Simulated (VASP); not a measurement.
Given:

```yaml
crystal:
  lattice:
    - [1.83839, -3.18419, 0.00000]
    - [1.83839, 3.18419, 0.00000]
    - [0.00000, 0.00000, 11.73273]
  atoms:
    - { symbol: La, position: [0.00000, 0.00000, 0.50000] }
    - { symbol: La, position: [0.00000, 0.00000, 0.00000] }
    - { symbol: La, position: [0.33333, 0.66667, 0.25000] }
    - { symbol: La, position: [0.66667, 0.33333, 0.75000] }
```

All values below come from PBE GGA with D3 dispersion (zero damping), VASP's PBE PAW potentials (set 64) (plane waves; VASP 6.6.1). Run with 520 eV cut-off, 11×11×3 Γ-centred mesh, tetrahedra with Blöchl corrections, potentials La.

Task: Predict the energy per atom (σ→0), band gap (on the k-mesh) with the smallest direct gap where there is one.

Result: 
The band gap (on the k-mesh) is none (metal, semimetal or under 0.01 eV) and the energy per atom (σ→0) comes out as -5.234 eV/atom.

The compound is La in the dhcp structure. It was relaxed first, which changed the volume by -8 %.
